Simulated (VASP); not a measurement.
Consider the following.

```
CELL_PARAMETERS angstrom
      4.10636     0.00000     0.00000
      0.00000     4.10636     0.00000
      0.00000     0.00000     4.10636
ATOMIC_POSITIONS crystal
  Sc 0.00000 0.00000 0.00000
  Al 0.00000 0.50000 0.50000
  Al 0.50000 0.00000 0.50000
  Al 0.50000 0.50000 0.00000
```

All values below come from PBE GGA, VASP's PBE PAW potentials (set 64) (plane waves; VASP). Run with 480 eV cut-off, 8×8×8 Γ-centred mesh, first-order Methfessel-Paxton smearing of 0.10 eV, potentials Sc_sv Al.

Energy and stress use the plane-wave basis of the starting cell.

Question: The ions, cell shape and volume at an external pressure of 10.0 GPa are relaxed. What does this cell relax into?

Answer: 
```
CELL_PARAMETERS angstrom
      3.97895     0.00000     0.00000
      0.00000     3.97895     0.00000
      0.00000     0.00000     3.97895
ATOMIC_POSITIONS crystal
  Sc 0.00000 0.00000 0.00000
  Al 0.00000 0.50000 0.50000
  Al 0.50000 0.00000 0.50000
  Al 0.50000 0.50000 0.00000
```
Space group Pm-3m (221), at a tolerance of 0.03 Å.

Question: How do energy and volume change from the first to the last step?

Answer: The energy (σ→0) changes by +44.4 meV/atom and the volume by -9.0 %, in 3 ionic steps.

The compound is Al3Sc in the L1_2 structure. This run relaxes it under an external pressure of 10 GPa. Symmetry was kept, so distortions that lower it aren't found.
